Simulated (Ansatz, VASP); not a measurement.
## ScTa2N3: VASP beside Ansatz

```
CELL_PARAMETERS angstrom
3.15891 0.00000 0.00000
0.00000 3.15891 0.00000
0.00000 0.00000 10.00274
ATOMIC_POSITIONS crystal
Sc 0.00000 0.00000 0.00000
Ta 0.00000 0.00000 0.33344
Ta 0.00000 0.00000 0.66656
N 0.50000 0.50000 0.17872
N 0.50000 0.50000 0.50000
N 0.50000 0.50000 0.82128
```

Change from the starting cell: species swapped into the Pr3MgAl2 type (P4/mmm, No. 123).

Alike in both runs: task single point; functional PBE; k mesh 6 × 6 × 2; occupations gaussian, width 0.1 eV; collinear spin.

```csv
,VASP,Ansatz
version,VASP 6.6.1,Ansatz 0.2.0
potentials or method,"VASP PAW PBE potentials, release 64 (Sc_sv, Ta_pv, N)","scalar-relativistic, plane waves, PAW"
plane-wave cutoff (eV),520,420
valence electrons in the cell,48,52
```

Ansatz gave:

* gap on the k mesh at the Fermi level (eV): none
* rms of the force components (eV/Å): 0.342
* net moment per atom (μB): 0.07
* size of the moment on the site where the two differ most (μB): 0.32

Q: Which values does VASP return?

A: gap on the k mesh at the Fermi level (eV): none; rms of the force components (eV/Å): 0.341; net moment per atom (μB): 0.07; size of the moment on the site where the two differ most (μB): 0.34.

Site moments also hang on the region over which each program counts them. Atom by atom the forces differ by 0.003 eV/Å (rms over components). A gap of «none» marks a metal or a gap that the smearing closes. The functional is the same, so the differences come from potentials, cutoffs and numerics. The two sets of potentials don't hold the same shells in valence.

Caveats: forces of over 1 eV/Å show positions far from the minimum, so gaps and moduli don't describe the material at rest. Spin-orbit coupling is left out, which matters for the levels of Ta.
